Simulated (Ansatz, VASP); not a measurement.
# HfGe: VASP beside Ansatz

```
Hf Ge
1.0
     3.17615    0.00000    0.00000
     0.00000    3.17615    0.00000
     0.00000    0.00000    4.05290
Hf Ge
1 1
Direct
  0.50000 0.50000 0.00000
  0.00000 0.00000 0.00000
```

Change from the starting cell: volume scaled by 0.96.

Alike in both runs: task single point; functional PBE; k mesh 8 × 8 × 7; occupations fermi-dirac, width 0.05 eV; no spin polarisation.

```csv
,VASP,Ansatz
version,VASP 6.6.1,Ansatz 0.2.0
potentials or method,"VASP PAW PBE potentials, release 64 (Hf_pv, Ge_d), cutoff 520 eV","all-electron LAPW, scalar-relativistic"
```

|  | VASP | Ansatz | Ansatz less VASP |
| --- | --- | --- | --- |
| gap on the k mesh at the Fermi level (eV) | none | none | - |
| pressure (GPa) | 71.8 | 71.6 | -0.15 |
| largest component of the traceless stress (GPa) | 73.80 | 73.73 | -0.069 |

A gap of «none» marks a metal or a gap that the smearing closes. Ansatz ran all-electron here, so the differences hold the error of VASP's frozen core and of both bases.

Caveats: the cell as given lies far from equilibrium (VASP); so large a pressure means that the cell lies far from this level's equilibrium, or that cutoff or potentials fall short (VASP). Spin-orbit coupling is left out, which matters for the levels of Hf.
